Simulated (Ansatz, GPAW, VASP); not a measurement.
# AgNO3 (P1, 5 atoms in the cell) computed with different codes at matched settings

Self-consistent single point, at a second geometry (atoms moved at random). First geometry:

```
CELL_PARAMETERS angstrom
      2.52771     1.45938     2.80851
     -2.52771     1.45938     2.80851
      0.00000    -2.91875     2.80851
ATOMIC_POSITIONS crystal
  Ag 0.99804 0.99804 0.99804
  N  0.57411 0.57411 0.57411
  O  0.43488 0.43488 0.85948
  O  0.85948 0.43488 0.43488
  O  0.43488 0.85948 0.43488
```

Second geometry:
```xyz
5
Lattice="2.5277 1.4594 2.8085 -2.5277 1.4594 2.8085 0.0000 -2.9187 2.8085" Properties=species:S:1:pos:R:3 pbc="T T T"
Ag     0.0053     0.0206     8.3717
N      0.0440    -0.0368     4.8405
O     -0.0280    -1.2183     4.8675
O      1.0241     0.6230     4.8412
O     -1.0455     0.6115     4.8950
```

Shared settings, as Ansatz (a first-principles code) writes them: kpoints.mp_grid.grid = 6 6 6; scf.occupations.method = fermi_dirac; scf.occupations.width = 0.0007 Ry. Potentials and cutoffs stand in the table.

| code | model | ΔF from the first geometry (meV/atom) | pressure (GPa) | largest force (eV/Å) | gap on the mesh (eV) | cutoff |
|---|---|---|---|---|---|---|
| GPAW | PBEsol, GPAW PAW datasets PBEsol (made by gpaw-setup) | 85.0 | – | 5.727 | 1.684 | 900 eV |
| VASP | PBEsol, VASP's PBE PAW potentials (set 64) | 100.0 | 7.53 | 6.741 | 1.680 | 400 eV |
| Ansatz | PBEsol, PAW files made with PBE | 81.8 | 10.53 | 5.475 | 1.700 | default |

Size of the force on each atom (eV/Å): Sizes of forces hide their directions.

```tsv
code	Ag1	N2	O3	O4	O5
GPAW	0.136	5.183	5.261	5.727	2.022
VASP	0.140	5.581	6.255	6.741	2.521
Ansatz	0.136	5.047	5.019	5.475	1.933
```

A dash marks a value that a program does not give, or that is left out as unsure.

Gaps are read on the mesh.

The spread over the programs that give each value: ΔF from the first geometry within 18.2 meV/atom; pressure within 3.00 GPa; largest force within 1.266 eV/Å; gap on the mesh within 0.020 eV.

Ansatz's pressure is given at a fixed set of plane waves, as the other plane-wave codes print theirs; with its correction for the finite basis it is 11.05 GPa (the shift of 0.52 GPa shows how far the cutoff is from converged). The pressure of GPAW is left out: its cutoff lies under the one at which its stress was checked.

VASP's run is marked for a possible Pulay error in its stress at this cutoff; no cutoff test was made.

The starting cell comes from a database of computed structures (which also holds hypothetical and non-ambient phases and stackings), without a prior relaxation at this level. Its lattice was rescaled by a random factor within 2.5 % of one. For this run, on top of that: atoms moved at random.

Left out of this page: Quantum ESPRESSO and SIESTA (not drawn, or without a comparable value); CP2K (unsound by tests on forces, stress, charge or solver warnings).

Keys are those of Ansatz 0.2.
